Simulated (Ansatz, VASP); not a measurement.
# CdBr: the dispersion correction in 2 programs

The cell as given:

Space group Fm-3m (No. 225). a = 6.145 Å, b = 6.145 Å, c = 6.145 Å, α = 90.00°, β = 90.00°, γ = 90.00°
| atom | site | symmetry | x | y | z |
| --- | --- | --- | --- | --- | --- |
| Cd | 4a | m-3m | 0.0000 | 0.0000 | 0.0000 |
| Br | 4b | m-3m | 0.5000 | 0.0000 | 0.0000 |

Kept alike: task relaxation of cell and atoms; functional revPBE; k mesh 8 × 8 × 8; occupations fermi-dirac, width 0.05 eV; no spin polarisation. The mesh is that of the run's cell of 2 atoms. No spin-orbit coupling.

- A: Ansatz, Ansatz PAW, made for PBE, cutoff 420 eV
- B: VASP, PBE PAW files Br, Cd, 600 eV, made for PBE

| dispersion correction | A: volume (Å³/atom) | B: volume (Å³/atom) |
| --- | --- | --- |
| none | 31.952 | 31.994 |
| D3(BJ) | 28.215 | 28.293 |
| D4 | 28.589 | 28.639 |

Values on potentials made for another functional: all of A; all of B. Values hold for each row's relaxed cell, which stops near the pressure aimed at (zero). Ansatz's stress holds its Pulay term. Programs can differ in the three-body term of D3, and some take D4 from an outside library. For a metal such a mesh leaves the last digits unconverged.

Question: How large is the effect of the dispersion correction, and do the programs agree on it?

Answer: From none to D3(BJ) the volume moves by -3.737 in A, -3.701 in B (Å³/atom). Row by row the programs differ by 0.042 to 0.078, and over this span the shifts, as printed, agree within about 1 %. Shifts from none: D3(BJ) -3.737, -3.701; D4 -3.363, -3.355; the programs' shifts differ by up to 0.036.
